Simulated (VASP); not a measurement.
Input:

```xyz
3
Lattice="1.7745 -3.0735 0.0000 1.7745 3.0735 0.0000 0.0000 0.0000 4.8239" Properties=species:S:1:pos:R:3 pbc="T T T"
Pt     0.0000     0.0000     0.0000
S      1.7745     1.0245     1.2093
S      1.7745    -1.0245     3.6146
```

All values below come from optB86b-vdW, VASP's PBE PAW potentials (set 64) (plane waves; VASP). Settings: 520 eV cut-off, 7×7×5 Γ-centred mesh, Gaussian smearing of 0.050 eV, potentials Pt S.

Q: The ions and cell shape at fixed volume are relaxed. Predict the relaxed structure.

A: 
```xyz
3
Lattice="1.7915 -3.1030 0.0000 1.7915 3.1030 0.0000 0.0000 0.0000 4.7326" Properties=species:S:1:pos:R:3 pbc="T T T"
Pt     1.7915    -3.1030     0.0000
S      1.7915     1.0343     1.2169
S      1.7915    -1.0343     3.5157
```
Space group P-3m1 (164), at a tolerance of 0.03 Å.

Q: How much energy does the relaxation gain?

A: The energy (σ→0) changes by -5.5 meV/atom, in 6 ionic steps.

The compound is PtS2 in the 1T layered structure. This cell is one point of a volume scan, at 0.97 of the reference volume. Symmetry was kept, so distortions that lower it aren't found.
